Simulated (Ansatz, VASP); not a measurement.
# HCl: VASP beside Ansatz, part 2 of 2

Wanted: the spread between two codes on one cell, functional and k mesh. Of the first pair: The cell is taken from a series of runs on this material, whose earlier steps may have relaxed, scaled, displaced or heated it; both programs get it as it stands.

VASP 6.6.1 and Ansatz 0.2.0.

So far: Starting point; Ansatz: relaxation of cell and atoms, LDA, pair 1; VASP: relaxation of cell and atoms, LDA, pair 1; Side by side.

**5. Ansatz: relaxation of cell and atoms, LDA, pair 2**

Level of this step: Ansatz beside VASP: Kohn-Sham DFT, plane waves, LDA (Ansatz).

The relaxed volume is the usual yardstick between codes: in a stiff, nearly cubic crystal its relative difference is about their pressure difference at one cell divided by the bulk modulus. Its start cell is another than that of the pair before, and may be another structure of the material.

The two relaxations start from unlike cells of this crystal (the structure described is Ansatz's start), so only their ends are compared.

File input.yaml:

```yaml
crystal:
  lattice:
    - [0.0, 2.675, 2.855]
    - [2.515, 0.0, 2.855]
    - [2.515, 2.675, 0.0]
  atoms:
    - { symbol: H, position: [0.0, 0.0, 0.0] }
    - { symbol: Cl, position: [0.5, 0.5, 0.5] }
kpoints:
  mp_grid: { grid: [6, 6, 6] }
hamiltonian:
  xc: lda
  pseudopotentials: { kind: nc, accuracy: standard }
scf:
  occupations: { method: gaussian, width: 0.1 }
output:
  forces: true
  stress: true
  eigenvalues: true
basis:
  ecutwfc: 843.553
relax:
  adjacent_minimum: "off"
  f_tol: 0.05
  max_steps: 80
  cell: { stress_tol: 0.5 }
```

Run with:

```sh
ansatz run input.yaml --threads 4 --pin off --max-ram 8192MiB --backend cpu --events-out ev --progress --plain --runs-dir out
```

Numbers of over 12 decimals in the logs are rounded to 6 here.

The log of the run:

```text
[...]
Crystal: 2 atoms, lattice volume = 38.415 Å³
Basis set: ecut = 843.553 eV, 2123 PW (Γ)
Bands: 8, of which v1, the nominal top of the filled ones, is band 4 counted from 1 (3 counted from 0)
Symmetry: 8 space group operations
[...]
k-points: 46 of 216
[...]
P = ⅓ Tr σ = 0.1621 GPa (1.621 kbar)
--- Band table (eV; the first three rows and the last of 46) ---
[...]
--- Relaxed structure (14 steps of the walk, 14 accepted, 2 SCFs on fresh bases) ---
[...]
cell:  # Å, volume = 32.0420 Å³
    - [0.0, 3.223938, 3.245057]
    - [1.531371, 0.0, 3.245057]
    - [1.531371, 3.223938, 0.0]
  atoms:
    - { symbol: H, position: [0, 0, 0] }
    - { symbol: Cl, position: [0.500000, 0.500000, 0.500000] }
[key lines of the parts left out:]
SCF converged after 3 iterations
Free energy (F): -462.283721 eV
Fermi energy:    0.913657 eV
```

**6. VASP: relaxation of cell and atoms, LDA, pair 2**

Its own start cell and the same functional (in two slightly different forms), mesh and smearing now go to VASP, with its own data sets.

File INCAR:

```
SYSTEM = HCl
PREC = Accurate
ENCUT = 500
EDIFF = 1E-07
NELM = 120
ISMEAR = 0
SIGMA = 0.1
LREAL = .FALSE.
ALGO = Normal
GGA = CA
NBANDS = 10
LORBIT = 11
LWAVE = .FALSE.
LCHARG = .FALSE.
ISIF = 3
IBRION = 2
NSW = 80
EDIFFG = -0.005
LASPH = .TRUE.
GGA_COMPAT = .FALSE.
NELMIN = 4
EFERMI = MIDGAP
KPAR = 2
```

File POSCAR:

```
HCl
1.0
    0.0000000000      3.2262870455      3.2271149235
    1.5314096571      0.0000000000      3.2271149235
    1.5314096571      3.2262870455      0.0000000000
H Cl
1 1
Direct
    0.0000000000      0.0000000000      0.0000000000
    0.5000000000      0.5000000000      0.5000000000
```

File KPOINTS:

```
Automatic mesh
0
Gamma
6 6 6
0 0 0
```

PAW data sets: H and Cl (LDA family, release 64).

Run with:

```sh
mpirun -np 2 vasp_std
```

The log of the run:

```text
[... set-up lines as in an earlier step ...]
 entering main loop
       N       E                     dE             d eps       ncg     rms          rms(c)
DAV:   1     0.252291143629E+02    0.25229E+02   -0.31759E+03   928   0.609E+02
DAV:   2    -0.485664116943E+01   -0.30086E+02   -0.29345E+02  1144   0.115E+02
DAV:   3    -0.622922101323E+01   -0.13726E+01   -0.13709E+01  1146   0.265E+01
DAV:   4    -0.623663756185E+01   -0.74165E-02   -0.74151E-02  1166   0.218E+00
[...]
DAV:   9    -0.618192736361E+01   -0.46847E-05   -0.68403E-05  1136   0.564E-02    0.168E-02
DAV:  10    -0.618193154421E+01   -0.41806E-05   -0.55385E-06  1092   0.160E-02    0.304E-03
DAV:  11    -0.618193161516E+01   -0.70947E-07   -0.29734E-07  1170   0.378E-03
   1 F= -.61819316E+01 E0= -.61819316E+01  d E =-.618193E+01
[... from here on, the cycles between the ionic steps are left out ...]
   2 F= -.61819706E+01 E0= -.61819706E+01  d E =-.390243E-04
   3 F= -.61819729E+01 E0= -.61819729E+01  d E =-.412806E-04
   4 F= -.61820075E+01 E0= -.61820075E+01  d E =-.346063E-04
   5 F= -.61820616E+01 E0= -.61820616E+01  d E =-.887078E-04
   6 F= -.61820977E+01 E0= -.61820977E+01  d E =-.124762E-03
   7 F= -.61820976E+01 E0= -.61820976E+01  d E =-.124716E-03
   8 F= -.61820983E+01 E0= -.61820983E+01  d E =-.125417E-03
   9 F= -.61820981E+01 E0= -.61820981E+01  d E =0.178668E-06
  10 F= -.61821006E+01 E0= -.61821006E+01  d E =-.231141E-05
[...]
reached required accuracy - stopping structural energy minimisation
```

OUTCAR, selected parts (step 6):

```text
  Total        0.0019167      0.0000869      0.0001463      0.0000000      0.0000000      0.0000000
  in kB        0.0952212      0.0043193      0.0072662      0.0000000      0.0000000      0.0000000
  external PRESSURE =       0.0356022 kB  Pullay stress =       0.0000000 kB

 POSITION                                       TOTAL-FORCE (eV/Angst)
 -----------------------------------------------------------------------------------
      0.00000      0.00000      0.00000        -0.000000      0.000000      0.000000
      1.53038      3.24599      3.24604         0.000000      0.000000      0.000000
 -----------------------------------------------------------------------------------
    total drift:                                0.000000      0.000000      0.000000

  FREE ENERGIE OF THE ION-ELECTRON SYSTEM (eV)
  ---------------------------------------------------
  free  energy   TOTEN  =        -6.1821006245 eV

  energy  without entropy=       -6.1821006245  energy(sigma->0) =       -6.18210062

[... 1 part as in an earlier step ...]

[... 3 further parts left out ...]
[key lines of the parts left out:]
E-fermi :  -0.1177
```

**7. Differences**

The two programs side by side:

```tsv
quantity	Ansatz	VASP	difference
volume (Å³)	32.04	32.25	-0.65 %
edge a after relaxation, in the typed setting (Å)	4.574	4.591	-0.36 %
edge b after relaxation, in the typed setting (Å)	3.588	3.589	-0.01 %
edge c after relaxation, in the typed setting (Å)	3.569	3.589	-0.54 %
```

Found at a tolerance of 0.01 Å, the end structures differ in symmetry: Fmmm in Ansatz, I4/mmm in VASP; the atoms lie within 0.05 Å of each other, which can come from where the walks stopped or from unlike electronic states.

**8. Summary of results**

* difference in volume (relaxation of cell and atoms, LDA, pair 1): 1.3 %
* difference in volume (relaxation of cell and atoms, LDA, pair 2): -0.65 %

What this shows: The difference in volume is 1.3 % (relaxation of cell and atoms, LDA, pair 1), at about the 1.2 % picked in this series as the mark of a large difference, as far as the stopping tolerances let one tell. Ansatz's own log doubts the convergence of its relaxation of cell and atoms, LDA, pair 1 run, which may account for the difference. Such differences can come from data sets, numerical settings and the points named under the comparisons, not from the functional's error against experiment.

[Lines on the potential files, build, host, timing and source positions are cut from VASP's logs without a mark.]

[Logs are printed without paths, hosts, clocks, repeated set-up lines and the standing remarks that a program may print on its own settings, such as how far it seeks lower states.]

[Hosts, paths, dates, database ids (printed as entryN), source tags and the programs' standing remarks are cut or masked in the printed files.]
